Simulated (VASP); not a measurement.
An input for Quantum ESPRESSO's pw.x (written as the equivalent of a VASP run, and not itself run):

```
&CONTROL
  calculation = 'vc-relax'
  pseudo_dir = './pseudo'
  outdir = './out'
  tprnfor = .true.
  tstress = .true.
  nstep = 60
  forc_conv_thr = 0.00078
/
&SYSTEM
  ibrav = 0
  nat = 4
  ntyp = 1
  ecutwfc = 110
  occupations = 'smearing'
  smearing = 'methfessel-paxton'
  degauss = 0.00735
  input_dft = 'pbe'
/
&ELECTRONS
  conv_thr = 7.3e-08
  electron_maxstep = 100
/
&IONS
/
&CELL
/
ATOMIC_SPECIES
  La 138.905 La.upf
CELL_PARAMETERS angstrom
     1.8751442   -3.2478453    0.0000000
     1.8751442    3.2478453    0.0000000
     0.0000000    0.0000000   12.1594246
ATOMIC_POSITIONS crystal
  La   0.0000000  0.0000000  0.5000000
  La   0.0000000  0.0000000  0.0000000
  La   0.3333330  0.6666670  0.2500000
  La   0.6666670  0.3333330  0.7500000
K_POINTS automatic
  9 9 3 0 0 0
```

Translate this input to VASP (INCAR, KPOINTS, POSCAR, choice of POTCAR).

One answer among several that fit: 
### KPOINTS
```
Automatic mesh
0
Gamma
9 9 3
0 0 0
```

**POSCAR**
```
La
1
    1.8751442331    -3.2478453074     0.0000000000
    1.8751442331     3.2478453074     0.0000000000
    0.0000000000     0.0000000000    12.1594245699
La
4
Direct
  0.0000000000   0.0000000000   0.5000000000
  0.0000000000   0.0000000000   0.0000000000
  0.3333330000   0.6666670000   0.2500000000
  0.6666670000   0.3333330000   0.7500000000
```

### INCAR
```
SYSTEM  =  La
PREC  =  Accurate; ENCUT  =  520; LREAL  =  .False.
LASPH  =  .True.
EDIFF  =  1E-6; NELM  =  100; ALGO  =  Normal
LMAXMIX  =  6
ISMEAR  =  1; SIGMA  =  0.1
GGA  =  PE
IBRION  =  2; NSW  =  60; ISIF  =  3
EDIFFG  =  -0.02
LWAVE  =  .False.; LCHARG  =  .False.
```

POTCAR, in this order: La (PBE.64 set). Program: vasp_std.

Limits of the translation: the potentials are each code's own (VASP's PAW set, PseudoDojo norm-conserving files in pw.x), so ENCUT and ecutwfc are chosen apart and not converted; conv_thr bounds pw.x's estimated SCF error, while EDIFF bounds the energy change between steps; forc_conv_thr acts on force components and is met together with etot_conv_thr.

The compound is La in the dhcp structure. This run relaxes it. Symmetry was kept, so distortions that lower it aren't found. The start is the result of an earlier pass.
